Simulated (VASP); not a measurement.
```xyz
2
Lattice="0.0000 2.7050 2.7050 2.7050 0.0000 2.7050 2.7050 2.7050 0.0000" Properties=species:S:1:pos:R:3 pbc="T T T"
Zn     0.0000     0.0000     0.0000
S      1.3525     1.3525     1.3525
```

Calculation: PBE GGA, VASP's PBE PAW potentials (set 64) (plane waves; VASP). Run with 300 eV cut-off, 7×7×7 Γ-centred mesh, Fermi-Dirac smearing of 0.050 eV, potentials Zn S.

Task: Give the energies of bands 2 to 12 at the high-symmetry points, in eV from the valence-band maximum.

Result: 
```csv
band,Γ,X,U,L,W
2,-6.31,-6.34,-6.23,-6.20,-6.18
3,-6.31,-5.97,-6.03,-6.20,-6.03
4,-6.31,-5.97,-5.92,-5.78,-5.87
5,-5.81,-5.74,-5.78,-5.78,-5.85
6,-5.81,-5.60,-5.47,-5.61,-5.42
7,0.00,-4.54,-4.61,-5.28,-4.58
8,0.00,-2.21,-3.10,-0.86,-2.74
9,0.00,-2.21,-1.80,-0.86,-2.70
10,2.09,3.41,4.13,3.30,5.71
11,6.40,4.07,5.96,6.93,6.02
12,6.40,10.95,9.39,6.93,7.87
```

The gap is direct, 2.09 eV, from the valence maximum at Γ to the conduction minimum at Γ.

The structure is a typed ZnS crystal. The cell was not relaxed at this level.
